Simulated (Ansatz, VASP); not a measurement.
Given: the input of a run of Ansatz 0.2.0 on NaBe2Se2. The cell comes from a database or a generator and needn't be the stable form of this composition.

File input.yaml:

```yaml
crystal:
  lattice:
    - [3.67228, 0.0, 0.0]
    - [-1.83614, 3.18028, 0.0]
    - [0.0, 0.0, 8.01116]
  atoms:
    - { symbol: Na, position: [0.0, 0.0, 0.5] }
    - { symbol: Be, position: [0.33333, 0.66667, 0.14639] }
    - { symbol: Be, position: [0.33333, 0.66667, 0.85361] }
    - { symbol: Se, position: [0.66667, 0.33333, 0.22852] }
    - { symbol: Se, position: [0.66667, 0.33333, 0.77148] }
hamiltonian:
  xc: pbesol
  pseudopotentials: { kind: paw }
  dispersion: d4
kpoints:
  mp_grid: { grid: [6, 6, 3] }
scf:
  occupations: { method: fermi_dirac, width: 0.05 }
output:
  forces: true
  stress: true
  eigenvalues: true
  write_density: true
  write_potential: true
  elf: true
  volumetric_format: npy
relax:
  f_tol: 0.01
  max_steps: 40
  cell: { stress_tol: 0.05 }
```

Potentials or basis: Ansatz PAW.

The run is started by

```sh
$ ansatz run input.yaml --threads 2 --pin off --max-ram 5632MiB --backend cpu --events-out ev --progress --plain --runs-dir out
```

Problem. Set up the same calculation for VASP 6.6.1. Potentials or basis there: PBE PAW files Be, Na_pv, Se, 600 eV.

Solution. As run (cutoffs and basis follow the program's own potentials, and thresholds, step limits or extra output files can differ):

INCAR

```
SYSTEM = NaBe2Se2
ALGO = Fast ; EDIFF = 1E-6
EDIFFG = -0.005 ; ENCUT = 600
GGA = PS ; IBRION = 2
ISIF = 3 ; ISMEAR = -1
IVDW = 13 ; LASPH = .TRUE.
LCHARG = .FALSE. ; LREAL = .FALSE.
LWAVE = .FALSE. ; NELM = 60
NSW = 40 ; PREC = Accurate
SIGMA = 0.05
```

File KPOINTS:

```
k-points
0
G
  6 6 3
  0 0 0
```

POSCAR

```
NaBe2Se2
1.0
    3.6722800000      0.0000000000      0.0000000000
   -1.8361400000      3.1802800000      0.0000000000
    0.0000000000      0.0000000000      8.0111600000
Na Be Se
1 2 2
Direct
    0.0000000000      0.0000000000      0.5000000000
    0.3333300000      0.6666700000      0.1463900000
    0.3333300000      0.6666700000      0.8536100000
    0.6666700000      0.3333300000      0.2285200000
    0.6666700000      0.3333300000      0.7714800000
```

Potentials or basis: VASP PAW PBE potentials, release 64 (Na_pv, Be, Se).

Command:

```sh
$ cat potpaw_PBE.64/Na_pv/POTCAR potpaw_PBE.64/Be/POTCAR potpaw_PBE.64/Se/POTCAR > POTCAR
$ mpirun -np 1 vasp_std > vasp.out
```

Both were run:

|  | Ansatz | VASP |
| --- | --- | --- |
| Relaxed volume | 17.81 Å³/atom | 17.87 Å³/atom |
| Relaxed cell | a = 3.624 Å, b = 3.624 Å, c = 7.828 Å, α = 90.00°, β = 90.00°, γ = 120.00° | a = 3.628 Å, b = 3.628 Å, c = 7.838 Å, α = 90.00°, β = 90.00°, γ = 120.00° |
| Space group after relaxing | P-6m2 (No. 187) | P-6m2 (No. 187) |
| Pressure after relaxing | 0.0 GPa | 0.0 GPa |

Ansatz's pressure holds a Pulay term of +0.01 GPa for its cutoff of 420 eV, which the other run lacks.

The potentials hold 45 and 23 valence electrons a cell.

Ansatz's potentials were made for PBE. VASP's potentials were made for PBE.

Where Ansatz's input types no cutoff or centring, it takes its own default and a Γ-centred mesh.

Pressure is positive in compression.
